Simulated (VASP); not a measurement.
Input:

```xyz
2
Lattice="0.0000 3.1841 3.1841 3.1841 0.0000 3.1841 3.1841 3.1841 0.0000" Properties=species:S:1:pos:R:3 pbc="T T T"
Sn     0.0000     0.0000     0.0000
Te     3.1841     3.1841     3.1841
```

These are r2SCAN meta-GGA, VASP's PBE PAW potentials (set 64) (plane waves; VASP) values and carry that method's errors. Numerical set-up: 480 eV cut-off, 8×8×8 Γ-centred mesh, Gaussian smearing of 0.050 eV, potentials Sn_d Te.

Energy and stress use the plane-wave basis of the starting cell.

Question: The ions, cell shape and volume at an external pressure of 5.0 GPa are relaxed. Give the cell that the relaxation ends in.

Answer: 
```xyz
2
Lattice="0.0000 3.0893 3.0893 3.0893 0.0000 3.0893 3.0893 3.0893 0.0000" Properties=species:S:1:pos:R:3 pbc="T T T"
Sn     0.0000     0.0000     0.0000
Te     3.0893     3.0893     3.0893
```
Space group Fm-3m (225), at a tolerance of 0.03 Å.

Question: How do energy and volume change from the first to the last step?

Answer: The energy (σ→0) changes by +41.2 meV/atom and the volume by -8.7 %, in 3 ionic steps.

The compound is SnTe in the rock salt structure, which distorts at low temperature. This run relaxes it under an external pressure of 5 GPa. Symmetry was kept, so distortions that lower it aren't found.
